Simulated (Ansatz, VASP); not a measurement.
## TbO2: VASP beside Ansatz

One calculation is typed for both programs; each brings its own data sets and cutoff. How far apart do they land? The cell is taken from a series of VASP runs on this material, whose earlier steps may have relaxed, scaled or displaced it; both programs get it as it stands.

Calculated with Ansatz 0.2.0; plane waves, with VASP 6.6.1 beside it; single point at r2SCAN, DFT+U.

In doubt: a part-filled 4f shell, where there is one, can sit in one of many states, so energies may not be the lowest and differences between runs may mislead; derivatives with an open 4f shell can jump between states, which bears on forces and vibrations.

## 1. The structure

The structure is cubic, space group Fm-3m (No. 225). Conventional cell: a = 5.220 Å, b = 5.220 Å, c = 5.220 Å, α = 90.00°, β = 90.00°, γ = 90.00°. Tb has 8 O at 2.26 Å nearest. Nearest to O lie 4 Tb at 2.26 Å. Farther neighbours and most contacts between anions are not listed.

## 2. VASP: single point, r2SCAN, DFT+U

A single point gives forces, pressure and levels at one fixed geometry, so differences don't come from the geometry; what else differs is listed under the comparison.

Lines of VASP's logs that name or quote its potential files are left out, and so is its time.

The input, INCAR:

```
SYSTEM = TbO2
PREC = Accurate
ENCUT = 520
EDIFF = 1E-06
NELM = 150
ISMEAR = 0
SIGMA = 0.05
LREAL = .FALSE.
ALGO = Normal
METAGGA = R2SCAN
LASPH = .TRUE.
NBANDS = 41
ISPIN = 2
MAGMOM = 6 -6 0 0 0 0
LDAU = .TRUE.
LDAUTYPE = 2
LDAUL = 3 -1
LDAUU = 5 0
LDAUJ = 0 0
LDAUPRINT = 1
LMAXMIX = 6
AMIX = 0.2
BMIX = 1E-04
AMIX_MAG = 0.8
BMIX_MAG = 1E-04
LORBIT = 11
LWAVE = .FALSE.
LCHARG = .FALSE.
KPAR = 8
ISIF = 2
```

The input, POSCAR:

```
TbO2
1.0
    0.0000000000      5.2200000000      5.2200000000
    2.6100000000      2.6100000000      5.2200000000
    2.6100000000      2.6100000000      0.0000000000
Tb O
2 4
Direct
    0.0000000000      0.0000000000      0.0000000000
    0.5000000000      0.0000000000      0.0000000000
    0.0000000000      0.2500000000      0.2500000000
    0.5000000000      0.2500000000      0.2500000000
    0.0000000000      0.7500000000      0.7500000000
    0.5000000000      0.7500000000      0.7500000000
```

The input, KPOINTS:

```
Automatic mesh
0
Gamma
7 7 7
0 0 0
```

The projector-augmented-wave data sets are Tb and O (PBE family, release 64).

Started as:

```sh
mpirun -np 8 vasp_std
```

Numbers of over 12 decimals in the logs are rounded to 6 here.

The program printed:

```text
[banner, memory and clock lines left out]
running    8 mpi-ranks, on    1 nodes
 distrk:  each k-point on    1 cores,    8 groups
 distr:  one band on    1 cores,    1 groups

 POSCAR found type information on POSCAR TbO
 POSCAR found :  2 types and       6 ions
|                                                                             |
|           W    W    AA    RRRRR   N    N  II  N    N   GGGG   !!!           |
|           W    W   A  A   R    R  NN   N  II  NN   N  G    G  !!!           |
|           W    W  A    A  R    R  N N  N  II  N N  N  G       !!!           |
|           W WW W  AAAAAA  RRRRR   N  N N  II  N  N N  G  GGG   !            |
|           WW  WW  A    A  R   R   N   NN  II  N   NN  G    G                |
|           W    W  A    A  R    R  N    N  II  N    N   GGGG   !!!           |
|                                                                             |
|     For optimal performance we recommend to set                             |
|       NCORE = 2 up to number-of-cores-per-socket                            |
|     NCORE specifies how many cores store one orbital (NPAR=cpu/NCORE).      |
|     This setting can greatly improve the performance of VASP for DFT.       |
|     The default, NCORE=1 might be grossly inefficient on modern             |
|     multi-core architectures or massively parallel machines. Do your        |
|     Unfortunately you need to use the default for GW and RPA                |
|     calculations (for HF NCORE is supported but not extensively tested      |
|     yet).                                                                   |
|                                                                             |

|                                                                             |
|               ----> ADVICE to this user running VASP <----                  |
|                                                                             |
|     You enforced a specific xc type in the INCAR file but a different       |
|     [... a line on the potential file left out ...]
|     I HOPE YOU KNOW WHAT YOU ARE DOING!                                     |
|                                                                             |

 LDA part: xc-table for (None), standard interpolation
 POSCAR, INCAR and KPOINTS ok, starting setup
 FFT: planning ... GRIDC
 FFT: planning ... GRID_SOFT
 FFT: planning ... GRID
 WAVECAR not read
 entering main loop
       N       E                     dE             d eps       ncg     rms          rms(c)
DAV:   1     0.520204590855E+03    0.52020E+03   -0.24564E+04 10224   0.774E+03
DAV:   2     0.862925249821E+01   -0.51158E+03   -0.44270E+03 10252   0.837E+02
DAV:   3    -0.132400944895E+03   -0.14103E+03   -0.13425E+03 10467   0.315E+02
DAV:   4    -0.146100220539E+03   -0.13699E+02   -0.13599E+02 11953   0.894E+01
DAV:   5    -0.148817297725E+03   -0.27171E+01   -0.27089E+01 12925   0.354E+01    0.114E+02
DAV:   6    -0.119239927709E+03    0.29577E+02   -0.59486E+01 10198   0.253E+02    0.158E+02
DAV:   7    -0.121581704368E+03   -0.23418E+01   -0.95546E+00 11751   0.424E+01    0.177E+02
DAV:   8    -0.121172825758E+03    0.40888E+00   -0.27519E+00 12728   0.170E+01    0.190E+02
DAV:   9    -0.121022572032E+03    0.15025E+00   -0.24764E-01 12224   0.563E+00    0.201E+02
DAV:  10    -0.118751244484E+03    0.22713E+01   -0.78642E+00 11704   0.968E+01    0.353E+02
DAV:  11    -0.119205669963E+03   -0.45443E+00   -0.41484E+00 10624   0.109E+01    0.357E+02
DAV:  12    -0.119278690186E+03   -0.73020E-01   -0.37290E-01 12080   0.749E+00    0.360E+02
DAV:  13    -0.119680088434E+03   -0.40140E+00   -0.84523E-01 11352   0.175E+01    0.249E+02
DAV:  14    -0.120451807289E+03   -0.77172E+00   -0.16672E+00 12544   0.165E+01    0.215E+02
[...]
DAV:  42    -0.119748696349E+03   -0.69847E-05   -0.11349E-05 10282   0.271E-02    0.163E+00
DAV:  43    -0.119748671927E+03    0.24422E-04   -0.71514E-05 12006   0.160E-01    0.154E+00
DAV:  44    -0.119748684303E+03   -0.12376E-04   -0.41275E-05 10506   0.105E-01    0.113E+00
DAV:  45    -0.119748687629E+03   -0.33265E-05   -0.90311E-06  5490   0.498E-02    0.593E-01
DAV:  46    -0.119748684162E+03    0.34670E-05   -0.21166E-06  5576   0.439E-02    0.301E-01
DAV:  47    -0.119748673858E+03    0.10305E-04   -0.21263E-05  9778   0.878E-02    0.153E-01
DAV:  48    -0.119748672322E+03    0.15354E-05   -0.28018E-05 10230   0.531E-02    0.924E-02
DAV:  49    -0.119748671726E+03    0.59609E-06   -0.34291E-06  4419   0.233E-02
   1 F= -.11974867E+03 E0= -.11974867E+03  d E =-.547386E-20  mag=     0.0000
```

Parts of OUTCAR (step 2):

```text
ion  position               nearest neighbor table
   1  0.000  0.000  0.000-   3 2.26   5 2.26   4 2.26   6 2.26   3 2.26   5 2.26   6 2.26   4 2.26

  LATTYP: Found a simple tetragonal cell.
 ALAT       =     3.6910973978
 C/A-ratio  =     1.4142135624

 Subroutine GETGRP returns: Found 16 space group operations
 (whereof 16 operations were pure point group operations)

The static configuration has the point symmetry D_4h.

 Found     40 irreducible k-points:

   k-points           NKPTS =     40   k-points in BZ     NKDIM =     40   number of bands    NBANDS=     41

   dimension x,y,z NGX =    56 NGY =   48 NGZ =   28
   dimension x,y,z NGXF=   112 NGYF=   96 NGZF=   56

   ENCUT  =  520.0 eV  38.22 Ry    6.18 a.u.  13.73 11.89  6.86*2*pi/ulx,y,z

   NELECT =      62.0000    total number of electrons

 k-points in reciprocal lattice and weights: Automatic mesh
   0.00000000  0.00000000  0.00000000       0.003
   0.14285714  0.00000000  0.00000000       0.012
   0.28571429  0.00000000  0.00000000       0.012
   0.42857143  0.00000000  0.00000000       0.012
   0.00000000  0.14285714  0.00000000       0.023
   0.14285714  0.14285714  0.00000000       0.006
   0.42857143  0.14285714  0.00000000       0.023
  -0.42857143  0.14285714  0.00000000       0.023
   0.00000000  0.28571429  0.00000000       0.023
[...]
-0.28571429  0.28571429  0.42857143       0.023
   0.00000000  0.42857143  0.42857143       0.012

atom =   1  type =  1  l = 3

 onsite density matrix

spin component  1

  1.0008  0.0000  0.0008  0.0000  0.0000  0.0000 -0.0000
  0.0000  1.0167 -0.0000  0.0000  0.0000  0.0000  0.0000
  0.0008 -0.0000  1.0005  0.0000  0.0000 -0.0000 -0.0000
  0.0000  0.0000  0.0000  1.0015 -0.0000  0.0000  0.0000
  0.0000  0.0000  0.0000 -0.0000  1.0005 -0.0000 -0.0008
  0.0000  0.0000 -0.0000  0.0000 -0.0000  0.9999  0.0000
 -0.0000  0.0000 -0.0000  0.0000 -0.0008  0.0000  1.0008

spin component  2

  0.0406  0.0000  0.0175 -0.0000  0.0000 -0.0000 -0.0000
  0.0000  0.2609 -0.0000  0.0000  0.0000 -0.0000  0.0000
  0.0175 -0.0000  0.0324  0.0000  0.0000  0.0000 -0.0000
 -0.0000  0.0000  0.0000  0.0549 -0.0000  0.0000 -0.0000
  0.0000  0.0000  0.0000 -0.0000  0.0324  0.0000 -0.0175
 -0.0000 -0.0000  0.0000  0.0000  0.0000  0.0181 -0.0000
 -0.0000  0.0000 -0.0000 -0.0000 -0.0175 -0.0000  0.0406

 occupancies and eigenvectors

  o =  0.0181  v =  0.0000  0.0000  0.0000  0.0000  0.0000  0.0000  0.0000  0.0000  0.0000 -0.0000 -0.0000  0.0000  1.0000  0.0000      0.0000  0.0000  0.0000  0.0000  0.0000  0.0000  0.0000  0.0000  0.0000  0.0000  0.0000  0.0000  0.0000  0.0000
  o =  0.0185  v =  0.0000  0.0000  0.0000  0.0000  0.0000  0.0000  0.0000 -0.0002 -0.0000  0.0003 -0.0000 -0.7839  0.0000 -0.6209      0.0000  0.0000  0.0000  0.0000  0.0000  0.0000  0.0000  0.0000  0.0000  0.0000  0.0000  0.0000  0.0000  0.0000
  o =  0.0185  v =  0.0000  0.0000  0.0000  0.0000  0.0000  0.0000  0.0000  0.6209 -0.0000 -0.7839  0.0000 -0.0003 -0.0000 -0.0002      0.0000  0.0000  0.0000  0.0000  0.0000  0.0000  0.0000  0.0000  0.0000  0.0000  0.0000  0.0000  0.0000  0.0000
  o =  0.0544  v =  0.0000  0.0000  0.0000  0.0000  0.0000  0.0000  0.0000  0.0011  0.0000  0.0009 -0.0000 -0.6209  0.0000  0.7839      0.0000  0.0000  0.0000  0.0000  0.0000  0.0000  0.0000  0.0000  0.0000  0.0000  0.0000  0.0000  0.0000  0.0000
[...]
o =  0.9999  v =  0.0000  0.0000  0.0000  0.0000  0.0000  0.0000  0.0000  0.0006  0.0000 -0.0008  0.0000 -0.7707  0.0000 -0.6372      0.0000  0.0000  0.0000  0.0000  0.0000  0.0000  0.0000  0.0000  0.0000  0.0000  0.0000  0.0000  0.0000  0.0000
  o =  0.9999  v =  0.0000  0.0000  0.0000  0.0000  0.0000  0.0000  0.0000  0.0000 -0.0000 -0.0000  0.0000 -0.0000 -1.0000 -0.0000      0.0000  0.0000  0.0000  0.0000  0.0000  0.0000  0.0000  0.0000  0.0000  0.0000  0.0000  0.0000  0.0000  0.0000
  o =  1.0015  v =  0.0000  0.0000  0.0000  0.0000  0.0000  0.0000  0.0000  0.7707  0.0000  0.6372 -0.0000 -0.0002 -0.0000  0.0002      0.0000  0.0000  0.0000  0.0000  0.0000  0.0000  0.0000  0.0000  0.0000  0.0000  0.0000  0.0000  0.0000  0.0000
  o =  1.0015  v =  0.0000  0.0000  0.0000  0.0000  0.0000  0.0000  0.0000  0.0002 -0.0000  0.0002  0.0000  0.6372 -0.0000 -0.7707      0.0000  0.0000  0.0000  0.0000  0.0000  0.0000  0.0000  0.0000  0.0000  0.0000  0.0000  0.0000  0.0000  0.0000
  o =  1.0015  v =  0.0000  0.0000  0.0000  0.0000  0.0000  0.0000  0.0000 -0.0000  0.0000 -0.0000 -1.0000  0.0000 -0.0000 -0.0000      0.0000  0.0000  0.0000  0.0000  0.0000  0.0000  0.0000  0.0000  0.0000  0.0000  0.0000  0.0000  0.0000  0.0000
  o =  1.0167  v =  0.0000  0.0000  0.0000  0.0000  0.0000  0.0000  0.0000  0.0000 -1.0000  0.0000 -0.0000 -0.0000  0.0000  0.0000      0.0000  0.0000  0.0000  0.0000  0.0000  0.0000  0.0000  0.0000  0.0000  0.0000  0.0000  0.0000  0.0000  0.0000

 average (electrostatic) potential at core
       1 -51.0621       2 -51.0621       3 -74.1874       4 -74.1874       5 -74.1874
       6 -74.1874

 E-fermi :   2.9863

 spin component 1
 k-point     1 :       0.0000    0.0000    0.0000
  band No.  band energies     occupation
    ...
     27       1.6371      1.00000
     28       2.1301      1.00000
     29       2.2039      1.00000
     30       2.2039      1.00000
     31       2.2040      1.00000
     32       4.0443      0.00000
     33       4.6987      0.00000
     34       4.6987      0.00000
     35       4.7286      0.00000
     36       4.8837      0.00000
    ...

 k-point     2 :       0.1429    0.0000    0.0000
  band No.  band energies     occupation
    ...
     27       1.7523      1.00000
     28       1.8729      1.00000
     29       1.9768      1.00000
     30       2.1048      1.00000
     31       2.2548      1.00000
     32       4.0097      0.00000
     33       4.6100      0.00000
     34       4.6329      0.00000
     35       4.7061      0.00000
     36       4.9061      0.00000
    ...

 k-point     3 :       0.2857    0.0000    0.0000
  band No.  band energies     occupation
    ...
     27       1.1536      1.00000
     28       1.4580      1.00000
     29       1.8491      1.00000
     30       2.1190      1.00000
     31       2.3711      1.00000
     32       3.8822      0.00000
     33       4.4618      0.00000
     34       4.5397      0.00000
     35       4.6517      0.00000
     36       4.9477      0.00000
    ...

 k-point     4 :       0.4286    0.0000    0.0000
  band No.  band energies     occupation
    ...
     27       0.5891      1.00000
     28       0.9396      1.00000
     29       1.4145      1.00000
     30       2.3301      1.00000
     31       2.4560      1.00000
     32       3.7253      0.00000
     33       4.3689      0.00000
     34       4.4947      0.00000
     35       4.6006      0.00000
     36       4.9742      0.00000
    ...

 k-point     5 :       0.0000    0.1429    0.0000
  band No.  band energies     occupation
    ...
     27       1.8230      1.00000
     28       1.8655      1.00000
     29       1.9567      1.00000
     30       2.0135      1.00000
     31       2.0147      1.00000
     32       3.8786      0.00000
     33       4.6132      0.00000
     34       4.6370      0.00000
     35       4.6504      0.00000
     36       4.9076      0.00000
    ...

 k-point     6 :       0.1429    0.1429    0.0000
  band No.  band energies     occupation
    ...
     27       1.8197      1.00000
     28       1.8881      1.00000
     29       1.9538      1.00000
     30       2.2334      1.00000
     31       2.2335      1.00000
     32       3.8935      0.00000
     33       4.6659      0.00000
     34       4.6981      0.00000
     35       4.6981      0.00000
     36       4.8815      0.00000
    ...

  Total        1.9642517      1.9642517      1.7327896      0.0000000     -0.0000000     -0.0000000
  in kB       44.2513186     44.2513186     39.0368625      0.0000000     -0.0000000     -0.0000000
  external PRESSURE =      42.5131665 kB  Pullay stress =       0.0000000 kB

  energy-cutoff  :      520.00
  volume of cell :       71.12
      direct lattice vectors                 reciprocal lattice vectors
     0.000000000  5.220000000  5.220000000    -0.191570881  0.191570881  0.000000000
     2.610000000  2.610000000  5.220000000     0.191570881 -0.191570881  0.191570881
     2.610000000  2.610000000  0.000000000     0.191570881  0.191570881 -0.191570881

 POSITION                                       TOTAL-FORCE (eV/Angst)
 -----------------------------------------------------------------------------------
      0.00000      0.00000      0.00000         0.000000     -0.000000      0.000000
      0.00000      2.61000      2.61000         0.000000     -0.000000      0.000000
      1.30500      1.30500      1.30500         0.000000     -0.000000      0.000000
      1.30500      3.91500      3.91500         0.000000      0.000000     -0.000000
      3.91500      3.91500      3.91500        -0.000000      0.000000      0.000000
      3.91500      6.52500      6.52500        -0.000000     -0.000000     -0.000000
 -----------------------------------------------------------------------------------
    total drift:                                0.000000      0.000000     -0.000000

  FREE ENERGIE OF THE ION-ELECTRON SYSTEM (eV)
  ---------------------------------------------------
  free  energy   TOTEN  =      -119.7486717261 eV

  energy  without entropy=     -119.7486717261  energy(sigma->0) =     -119.74867173

 total charge
# of ion       s       p       d       f       tot
--------------------------------------------------
    1        2.059   5.728   0.672   7.489  15.949
    2        2.059   5.728   0.672   7.489  15.949
    3        1.574   3.524   0.000   0.000   5.098
    4        1.574   3.524   0.000   0.000   5.098
    5        1.574   3.524   0.000   0.000   5.098
    6        1.574   3.524   0.000   0.000   5.098
--------------------------------------------------
tot         10.414  25.552   1.345  14.978  52.289

 magnetization (x)
# of ion       s       p       d       f       tot
--------------------------------------------------
    1       -0.013  -0.098   0.040   6.539   6.468
    2        0.013   0.098  -0.040  -6.539  -6.468
    3        0.000   0.000   0.000   0.000   0.000
    4        0.000   0.000   0.000   0.000   0.000
    5        0.000   0.000   0.000   0.000   0.000
    6        0.000   0.000   0.000   0.000   0.000
--------------------------------------------------
tot          0.000   0.000   0.000   0.000   0.000

[... 1 further part left out ...]
```

DFT+U on an f shell has many metastable occupations, and no search among them was made. At this level the cell is under a pressure of 4.3 GPa, so at these settings it is away from equilibrium.

(Part 1 of 2 ends here.)

[Lines on the potential files, build, host, timing and source positions are cut from VASP's logs without a mark.]

[Logs are printed without paths, hosts, clocks, repeated set-up lines and the standing remarks that a program may print on its own settings, such as how far it seeks lower states.]

[Hosts, paths, dates, database ids (printed as entryN), source tags and the programs' standing remarks are cut or masked in the printed files.]
